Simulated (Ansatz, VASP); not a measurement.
## Si57O28 (amorphous SiO0.49) in two plane-wave programs

Aim: how closely do two programs agree when they are given the same cell, functional and k mesh? Of the first pair: The structure shown is the start of the Ansatz relaxation below; VASP solves that cell, so the two are compared at the walk's first step.

Main program and level: Ansatz 0.2.0; plane waves, with VASP 6.6.1 beside it; single point at PBE.

### 1. The starting structure

The cell holds 85 atoms: 57 Si and 28 O. Cell: a = 11.529 Å, b = 11.529 Å, c = 11.529 Å, α = 90.0°, β = 90.0°, γ = 90.0°. 85 atoms (57 Si, 28 O) packed at random and pushed apart as soft spheres at 2.22 g/cm^3; MD (Langevin at fixed volume unless said) with the MACE-MP-0b2 small potential (Batatia et al., arXiv:2401.00096), steps of 1.5 fs: 0.525 ps at 3200 K, 3200 to 1920 K in 0.525 ps, 1920 to 300 K in 1.5 ps; then atoms relaxed.

### 2. Ansatz: relaxation, PBE

Ansatz runs on its default PAW (the set named soft_2) files.

The two programs are compared at the cell with which this relaxation starts, whose forces are those of its first step.

input.yaml

```yaml
crystal:
  lattice:
    - [11.52922, 0.0, 0.0]
    - [0.0, 11.52922, 0.0]
    - [0.0, 0.0, 11.52922]
  atoms:
    - { symbol: Si, position: [0.32143, 0.86187, 0.40034] }
    - { symbol: Si, position: [0.82947, 0.20109, 0.15882] }
    - { symbol: Si, position: [0.72989, 0.89158, 0.24173] }
    - { symbol: Si, position: [0.93689, 0.79511, 0.39427] }
    - { symbol: Si, position: [0.04482, 0.46868, 0.37393] }
    - { symbol: Si, position: [0.46425, 0.97015, 0.69326] }
    - { symbol: Si, position: [0.58512, 0.65193, 0.99722] }
    - { symbol: Si, position: [0.15614, 0.55746, 0.73602] }
    - { symbol: Si, position: [0.88859, 0.42338, 0.23117] }
    - { symbol: Si, position: [0.78179, 0.25306, 0.40862] }
    - { symbol: Si, position: [0.67474, 0.97562, 0.91023] }
    - { symbol: Si, position: [0.51595, 0.08033, 0.00719] }
    - { symbol: Si, position: [0.492, 0.27965, 0.15257] }
    - { symbol: Si, position: [0.84774, 0.04682, 0.39031] }
    - { symbol: Si, position: [0.09405, 0.93158, 0.77683] }
    - { symbol: Si, position: [0.91703, 0.98579, 0.24293] }
    - { symbol: Si, position: [0.37434, 0.06925, 0.85306] }
    - { symbol: Si, position: [0.5038, 0.52458, 0.1543] }
    - { symbol: Si, position: [0.37995, 0.65333, 0.36002] }
    - { symbol: Si, position: [0.32172, 0.67756, 0.72394] }
    - { symbol: Si, position: [0.71459, 0.00073, 0.68456] }
    - { symbol: Si, position: [0.57036, 0.07283, 0.5668] }
    - { symbol: Si, position: [0.49659, 0.95919, 0.16278] }
    - { symbol: Si, position: [0.00987, 0.32697, 0.52845] }
    - { symbol: Si, position: [0.69424, 0.82802, 0.46398] }
    - { symbol: Si, position: [0.10075, 0.24913, 0.94318] }
    - { symbol: Si, position: [0.4064, 0.75733, 0.8982] }
    - { symbol: Si, position: [0.34883, 0.43709, 0.47272] }
    - { symbol: Si, position: [0.04568, 0.17196, 0.35002] }
    - { symbol: Si, position: [0.56512, 0.61636, 0.67432] }
    - { symbol: Si, position: [0.74836, 0.80019, 0.99551] }
    - { symbol: Si, position: [0.14535, 0.45823, 0.18873] }
    - { symbol: Si, position: [0.16182, 0.93745, 0.10082] }
    - { symbol: Si, position: [0.66747, 0.24735, 0.67905] }
    - { symbol: Si, position: [0.50764, 0.33393, 0.79685] }
    - { symbol: Si, position: [0.76873, 0.39102, 0.55563] }
    - { symbol: Si, position: [0.05712, 0.11791, 0.12383] }
    - { symbol: Si, position: [0.69339, 0.32299, 0.89163] }
    - { symbol: Si, position: [0.98894, 0.08948, 0.86726] }
    - { symbol: Si, position: [0.33276, 0.2229, 0.59249] }
    - { symbol: Si, position: [0.5929, 0.50976, 0.3924] }
    - { symbol: Si, position: [0.17945, 0.00957, 0.60007] }
    - { symbol: Si, position: [0.21055, 0.26617, 0.12478] }
    - { symbol: Si, position: [0.98778, 0.45616, 0.0494] }
    - { symbol: Si, position: [0.25731, 0.91019, 0.91164] }
    - { symbol: Si, position: [0.8739, 0.9568, 0.55351] }
    - { symbol: Si, position: [0.12549, 0.94841, 0.37908] }
    - { symbol: Si, position: [0.60998, 0.51286, 0.84544] }
    - { symbol: Si, position: [0.20283, 0.36629, 0.71227] }
    - { symbol: Si, position: [0.52437, 0.25787, 0.40935] }
    - { symbol: Si, position: [0.68335, 0.05662, 0.35931] }
    - { symbol: Si, position: [0.29681, 0.22941, 0.35211] }
    - { symbol: Si, position: [0.58699, 0.82916, 0.77665] }
    - { symbol: Si, position: [0.78887, 0.1352, 0.82188] }
    - { symbol: Si, position: [0.92209, 0.63658, 0.85361] }
    - { symbol: Si, position: [0.43976, 0.02968, 0.37602] }
    - { symbol: Si, position: [0.31811, 0.85182, 0.6052] }
    - { symbol: O, position: [0.94742, 0.22982, 0.43424] }
    - { symbol: O, position: [0.26741, 0.36683, 0.37682] }
    - { symbol: O, position: [0.61075, 0.98468, 0.26389] }
    - { symbol: O, position: [0.85804, 0.75406, 0.9107] }
    - { symbol: O, position: [0.18519, 0.14258, 0.37456] }
    - { symbol: O, position: [0.81436, 0.90333, 0.3875] }
    - { symbol: O, position: [0.1977, 0.29305, 0.84119] }
    - { symbol: O, position: [0.81009, 0.15147, 0.30166] }
    - { symbol: O, position: [0.63322, 0.1612, 0.45258] }
    - { symbol: O, position: [0.78932, 0.85459, 0.11812] }
    - { symbol: O, position: [0.51161, 0.62172, 0.42212] }
    - { symbol: O, position: [0.71439, 0.48424, 0.45755] }
    - { symbol: O, position: [0.96936, 0.1838, 0.22691] }
    - { symbol: O, position: [0.70889, 0.98728, 0.49445] }
    - { symbol: O, position: [0.42199, 0.58906, 0.65979] }
    - { symbol: O, position: [0.94837, 0.57432, 0.98238] }
    - { symbol: O, position: [0.1096, 0.29813, 0.62584] }
    - { symbol: O, position: [0.3199, 0.38905, 0.61214] }
    - { symbol: O, position: [0.50725, 0.40003, 0.43572] }
    - { symbol: O, position: [0.35001, 0.28295, 0.12465] }
    - { symbol: O, position: [0.45122, 0.21322, 0.28904] }
    - { symbol: O, position: [0.08344, 0.98839, 0.21598] }
    - { symbol: O, position: [0.9075, 0.41805, 0.58639] }
    - { symbol: O, position: [0.40507, 0.60723, 0.22371] }
    - { symbol: O, position: [0.00783, 0.36101, 0.94317] }
    - { symbol: O, position: [0.61125, 0.50675, 0.25252] }
    - { symbol: O, position: [0.96228, 0.95427, 0.42192] }
    - { symbol: O, position: [0.45547, 0.1752, 0.51369] }
kpoints:
  mp_grid: { grid: [1, 1, 1] }
hamiltonian:
  xc: pbe
scf:
  occupations: { method: fermi_dirac, width: 0.025 }
output:
  forces: true
relax:
  f_tol: 0.04
  max_steps: 250
  cell: {}
```

Launch:

```console
> ansatz run input.yaml --threads 4 --pin off --max-ram 8192MiB --backend cpu --events-out ev --progress --plain --runs-dir out
```

Numbers of over 12 decimals in the logs are rounded to 6 here.

Output:

```text
Engine: ansatz 0.2.0, x86_64-unknown-linux-gnu
Pseudopotentials: kind: paw
Pseudopotential: Si, paw, valence charge 4, recommended cutoff 420 eV (normal), Si.paw.azcp
Pseudopotential: O, paw, valence charge 6, recommended cutoff 420 eV (normal), O.paw.azcp
Functional definition: PBE
  parameter kappa = 0.804
  parameter beta = 0.066725
  exchange = pbe_x(kappa = kappa, mu = beta*pi^2/3)
  correlation = pbe_c(beta = beta)
Crystal: 85 atoms, lattice volume = 1532.498 Å³
Basis set: ecut = 420 eV, 30047 PW (Γ), exchange–correlation on 160×160×160 points (8 copies of the dense FFT grid, shifted against one another)
Bands: 283, of which v1, the nominal top of the filled ones, is band 198 counted from 1 (197 counted from 0)
Symmetry: 1 space group operations
Space group: P1 (ITA 1), of the structure as read, at distance tolerance 1.2e-4 Å
k-points: 1
Non-local potential: Si, projectors of the file, l = 0: 2, l = 1: 2, l = 2: 2
Non-local potential: O, projectors of the file, l = 0: 2, l = 1: 2, l = 2: 1
PAW form: soft (Blöchl's): semilocal exchange-correlation on the pseudo side does not see the compensation charge
PAW one-centre angular grid: Si, 110 points (default); XC on 64 Gauss nodes
PAW one-centre angular grid: O, 110 points (default); XC on 64 Gauss nodes
Initial density: superposition of atomic densities (neutral atoms: chi_scale 0, normalization atom), corrected by the library's trained network
Initial wavefunctions: pseudopotential atomic-orbital guess
Functional: x = pbe(κ = 0.804, μ = 0.219515), c = pbe(β = 0.066725)
SCF iter   1: F=—  HF=-52074.420327 eV  |F-HF|=—  |Δ(HF+E_count)|=         —  Δρ=1.24e-2  dr2=1.78e1  ethr=1.77e-3  ⟨swp⟩=8.0  Hψ=1432  notcnv=0  defer=36
preconditioner: auto → LDOS  [insulator: Δε(μ)=0.095 eV  Ē_g=8.794 eV  σ=0.025 eV  W_gap=0.74  n_scr=250 (ndim 8)  ℏωp=17.5 eV  f_vac=0.062  D(μ)=21.18/eV (n_scr^D=92)  ε∞_Penn≈5.0  β→1.0]
SCF iter   2: F=—  HF=-52073.712843 eV  |F-HF|=—  |Δ(HF+E_count)|=   7.07e-1  Δρ=9.80e-3  dr2=8.51e0  ethr=1.77e-3  ⟨swp⟩=3.0  Hψ=526  notcnv=0  defer=67
SCF iter   3: F=—  HF=-52073.046830 eV  |F-HF|=—  |Δ(HF+E_count)|=   6.66e-1  Δρ=2.63e-3  dr2=3.75e-1  ethr=1.77e-3  ⟨swp⟩=3.0  Hψ=272  notcnv=0  defer=67
SCF iter   4: F=—  HF=-52073.012832 eV  |F-HF|=—  |Δ(HF+E_count)|=   3.40e-2  Δρ=9.85e-4  dr2=4.89e-2  ethr=9.47e-5  ⟨swp⟩=2.0  Hψ=340  notcnv=0  defer=67
SCF iter   5: F=—  HF=-52073.009397 eV  |F-HF|=—  |Δ(HF+E_count)|=   3.43e-3  Δρ=4.51e-4  dr2=9.08e-3  ethr=1.24e-5  ⟨swp⟩=2.0  Hψ=386  notcnv=0  defer=67
SCF iter   6: F=—  HF=-52073.008689 eV  |F-HF|=—  |Δ(HF+E_count)|=   7.08e-4  Δρ=1.77e-4  dr2=1.01e-3  ethr=2.29e-6  ⟨swp⟩=3.0  Hψ=452  notcnv=0  defer=67
SCF iter   7: F=—  HF=-52073.008613 eV  |F-HF|=—  |Δ(HF+E_count)|=   7.63e-5  Δρ=7.05e-5  dr2=1.75e-4  ethr=2.56e-7  ⟨swp⟩=2.0  Hψ=332  notcnv=0  defer=67
SCF iter   8: F=—  HF=-52073.008578 eV  |F-HF|=—  |Δ(HF+E_count)|=   3.43e-5  Δρ=2.79e-5  dr2=2.44e-5  ethr=4.43e-8  ⟨swp⟩=3.0  Hψ=440  notcnv=0  defer=67
SCF iter   9: F=—  HF=-52073.008141 eV  |F-HF|=—  |Δ(HF+E_count)|=   4.37e-4  Δρ=1.23e-5  dr2=4.34e-6  ethr=6.16e-9  ⟨swp⟩=2.0  Hψ=394  notcnv=0  defer=67
SCF iter  10: F=—  HF=-52073.008141 eV  |F-HF|=—  |Δ(HF+E_count)|=   1.32e-7  Δρ=4.58e-6  dr2=6.74e-7  ethr=1.10e-9  ⟨swp⟩=2.0  Hψ=316  notcnv=0  defer=67
SCF iter  11: F=-52073.008141 eV  HF=-52073.008141 eV  |F-HF|=5.10e-8  |Δ(HF+E_count)|=   2.01e-8  Δρ=1.78e-6  dr2=9.74e-8  ethr=2.53e-11  ⟨swp⟩=4.0  Hψ=1004  notcnv=0
SCF 1 converged in 11 iterations: F = -52073.008141 eV  dr2 = 9.74e-8
  greatest PAW one-centre occupation: 0.893 electrons in one spin orbital (limit 2), on the O atom at site 62 (counted from 0), in its partial waves of l = 0
relax step   1: F+E_penalty+E_count = -52073.00814098 eV  Δ(F+E_penalty+E_count) = +0.000e0 eV  max|allowed force component| = 8.979e0 eV/Å  Δτ_max = 0.0000 Å  P = +8.310 GPa  Ω = 1532.498 Å³  (11 SCF iters, dr2 threshold 1.00e-7 eV, accepted)
Crystal: 85 atoms, lattice volume = 1567.469 Å³
Basis set: ecut = 420 eV, 30675 PW (Γ), exchange–correlation on 160×160×160 points (8 copies of the dense FFT grid, shifted against one another)
Initial density: handed on by an earlier stage of this run
Initial wavefunctions: those handed on with the density
iter 1 solved again at ethr=1.09e-3 eV; its pass at ethr=3.10e-3 eV (dr2=4.34e0 eV) is discarded
SCF iter   1: F=—  HF=-52088.274341 eV  |F-HF|=—  |Δ(HF+E_count)|=         —  Δρ=1.17e-2  dr2=4.37e0  ethr=1.09e-3  ⟨swp⟩=7.0  Hψ=1333  notcnv=0
preconditioner: auto → LDOS  [metal: Δε(μ)=0.039 eV  Ē_g=8.682 eV  σ=0.025 eV  W_gap=0.37  n_scr=252 (ndim 8)  ℏωp=17.3 eV  f_vac=0.067  D(μ)=42.04/eV (n_scr^D=262)  β→1.0]
SCF iter   2: F=—  HF=-52087.884996 eV  |F-HF|=—  |Δ(HF+E_count)|=   3.89e-1  Δρ=5.04e-3  dr2=7.83e-1  ethr=1.09e-3  ⟨swp⟩=3.0  Hψ=515  notcnv=0  defer=70
[...]
atom  65  O      0.01354521    -0.00234320    -0.02016593
  atom  66  O      0.01026890     0.00051372     0.00676602
  atom  67  O      0.00036831    -0.00372967    -0.00877383
  atom  68  O      0.02333753    -0.01136209     0.00704653
  atom  69  O      0.00233780     0.00770019     0.02691690
  atom  70  O      0.00050419    -0.00682073    -0.01642257
  atom  71  O      0.01790637    -0.00746423    -0.00196462
  atom  72  O      0.00108037    -0.01442168     0.02386071
  atom  73  O     -0.00582307    -0.01266694    -0.01630060
  atom  74  O     -0.01417758     0.01733755    -0.01354447
  atom  75  O     -0.00548961     0.03251728    -0.01307593
  atom  76  O     -0.00727085    -0.00112261    -0.00082031
  atom  77  O     -0.01818145     0.00194712     0.01733068
  atom  78  O      0.00888671     0.02057981    -0.01358818
  atom  79  O      0.00678892     0.00839046    -0.02606752
  atom  80  O      0.00106395     0.01675139     0.01412692
  atom  81  O      0.01283916    -0.00530462    -0.00779576
  atom  82  O     -0.00212981     0.00067577    -0.00161117
  atom  83  O     -0.01201281     0.02310002     0.00884291
  atom  84  O      0.00319372     0.00223367     0.01993438
  atom  85  O     -0.00982432     0.01863896    -0.02003030
  max |Σ_I F_I| component: 1.97e-5 eV/Å
--- Stress (GPa, compression-positive) ---
       -0.021782       0.000480       0.001387
        0.000480      -0.010549       0.014106
        0.001386       0.014105      -0.005519
  P = ⅓ Tr σ = -0.0126 GPa (-0.126 kbar)
--- Relaxed structure (56 steps of the walk, 53 accepted, 2 SCFs on fresh bases) ---
  F+E_penalty+E_count = -52137.19102262 eV   max|allowed force component| = 3.428e-2 eV/Å   (the final SCF, on the basis selected at the relaxed cell)
  cell:  # Å, volume = 1578.0875 Å³
    - [12.548514, -0.126525, 0.553106]
    - [-0.126525, 11.921659, 0.261842]
    - [0.553106, 0.261842, 10.580285]
  atoms:
    - { symbol: Si, position: [0.310965, 0.788161, 0.415841] }
    - { symbol: Si, position: [0.885576, 0.239225, 0.167281] }
    - { symbol: Si, position: [0.644898, 0.852198, 0.247072] }
    - { symbol: Si, position: [0.932289, 0.719189, 0.370357] }
    - { symbol: Si, position: [-0.028788, 0.528795, 0.312110] }
    - { symbol: Si, position: [0.453713, 0.965085, 0.671487] }
    - { symbol: Si, position: [0.611044, 0.636203, 0.955045] }
    - { symbol: Si, position: [0.189757, 0.652569, 0.753140] }
    - { symbol: Si, position: [0.849964, 0.425498, 0.201103] }
    - { symbol: Si, position: [0.711254, 0.308681, 0.330379] }
    - { symbol: Si, position: [0.742544, 1.036405, 0.949636] }
    - { symbol: Si, position: [0.563616, 0.066800, 0.00255509] }
    - { symbol: Si, position: [0.448998, 0.343846, 0.074204] }
    - { symbol: Si, position: [0.917593, -0.00619421, 0.435816] }
    - { symbol: Si, position: [0.051225, 1.007392, 0.752709] }
    - { symbol: Si, position: [0.971811, 0.893038, 0.243197] }
    - { symbol: Si, position: [0.417754, 0.050006, 0.869880] }
    - { symbol: Si, position: [0.526291, 0.525982, 0.121068] }
    - { symbol: Si, position: [0.377634, 0.621503, 0.332246] }
    - { symbol: Si, position: [0.371332, 0.657205, 0.765359] }
    - { symbol: Si, position: [0.733301, 0.081074, 0.737400] }
    - { symbol: Si, position: [0.632054, -0.00629933, 0.597638] }
    - { symbol: Si, position: [0.487183, 0.943883, 0.172146] }
    - { symbol: Si, position: [-0.037441, 0.414361, 0.494847] }
[...]
- { symbol: Si, position: [0.520253, 0.267742, 0.343270] }
    - { symbol: Si, position: [0.758438, 0.051267, 0.366228] }
    - { symbol: Si, position: [0.255412, 0.190303, 0.402973] }
    - { symbol: Si, position: [0.576552, 0.825930, 0.825110] }
    - { symbol: Si, position: [0.857389, 0.194718, 0.961853] }
    - { symbol: Si, position: [0.807880, 0.650235, 0.895664] }
    - { symbol: Si, position: [0.347710, -0.024548, 0.327610] }
    - { symbol: Si, position: [0.313849, 0.820163, 0.636864] }
    - { symbol: O, position: [0.966682, 0.281556, 0.449717] }
    - { symbol: O, position: [0.269304, 0.325477, 0.357161] }
    - { symbol: O, position: [0.713280, 0.973553, 0.260380] }
    - { symbol: O, position: [0.826549, 0.787868, 0.881504] }
    - { symbol: O, position: [0.132118, 0.154428, 0.395992] }
    - { symbol: O, position: [0.810265, 0.715548, 0.447552] }
    - { symbol: O, position: [0.182269, 0.379931, 0.763772] }
    - { symbol: O, position: [0.781338, 0.183075, 0.285652] }
    - { symbol: O, position: [0.662759, 0.086678, 0.471242] }
    - { symbol: O, position: [0.711252, 0.801755, 0.118862] }
    - { symbol: O, position: [0.483894, 0.612860, 0.420472] }
    - { symbol: O, position: [0.641845, 0.478346, 0.498983] }
    - { symbol: O, position: [0.999353, 0.178802, 0.222231] }
    - { symbol: O, position: [0.694417, 0.883887, 0.534290] }
    - { symbol: O, position: [0.482885, 0.609276, 0.686206] }
    - { symbol: O, position: [0.910655, 0.609326, 0.966838] }
    - { symbol: O, position: [0.055746, 0.440294, 0.588719] }
    - { symbol: O, position: [0.274440, 0.446514, 0.554779] }
    - { symbol: O, position: [0.462200, 0.394576, 0.410003] }
    - { symbol: O, position: [0.318531, 0.351422, 0.073708] }
    - { symbol: O, position: [0.472158, 0.263563, 0.205518] }
    - { symbol: O, position: [0.113956, 0.885519, 0.283286] }
    - { symbol: O, position: [0.839254, 0.418617, 0.568440] }
    - { symbol: O, position: [0.424647, 0.604225, 0.184239] }
    - { symbol: O, position: [-0.00182167, 0.416019, 0.899736] }
    - { symbol: O, position: [0.601768, 0.504417, 0.247337] }
    - { symbol: O, position: [1.031352, 0.738460, 0.467140] }
    - { symbol: O, position: [0.471632, 0.175812, 0.450591] }
```

In the SCF lines HF is the Harris–Foulkes energy and dr2 the Hartree energy of the density residual, in eV; the loop may stop once dr2 is under the threshold and the program's other checks hold. Hψ counts applications of the Hamiltonian.

(Part 1 of 3 ends here.)

[Lines on the potential files, build, host, timing and source positions are cut from VASP's logs without a mark.]

[Logs are printed without paths, hosts, clocks, repeated set-up lines and the standing remarks that a program may print on its own settings, such as how far it seeks lower states.]

[Hosts, paths, dates, database ids (printed as entryN), source tags and the programs' standing remarks are cut or masked in the printed files.]
